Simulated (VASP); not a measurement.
Here is the system:

```
CELL_PARAMETERS angstrom
      2.23850    -3.87719     0.00000
      2.23850     3.87719     0.00000
      0.00000     0.00000     5.05407
ATOMIC_POSITIONS crystal
  Se 0.00000 0.22159 0.66667
  Se 0.77841 0.77841 0.00000
  Se 0.22159 0.00000 0.33333
```

All values below come from PBE GGA, VASP's PBE PAW potentials (set 64) (plane waves; VASP 6.6.1). Run with 500 eV cut-off, 6×6×5 Γ-centred mesh, Gaussian smearing of 0.050 eV, potentials Se.

Energy and stress use the plane-wave basis of the starting cell. Without a dispersion term in the relaxation, distances and binding between the weakly bound layers, chains or molecules are unreliable, and so is what depends on them.

Problem. The ions, cell shape and volume at an external pressure of 5.0 GPa are relaxed. Predict the relaxed structure.

Solution. 
```
CELL_PARAMETERS angstrom
      1.96159    -3.39757     0.00000
      1.96159     3.39757     0.00000
      0.00000     0.00000     5.14440
ATOMIC_POSITIONS crystal
  Se 0.00000 0.25870 0.66667
  Se 0.74130 0.74130 0.00000
  Se 0.25870 0.00000 0.33333
```
Space group P3_121 (152), at a tolerance of 0.03 Å.

Problem. How do energy and volume change from the first to the last step?

Solution. The energy (σ→0) changes by +66.4 meV/atom and the volume by -21.8 %, in 11 ionic steps.

The compound is Se in the trig structure. This run relaxes it under an external pressure of 5 GPa. Symmetry was kept, so distortions that lower it aren't found.
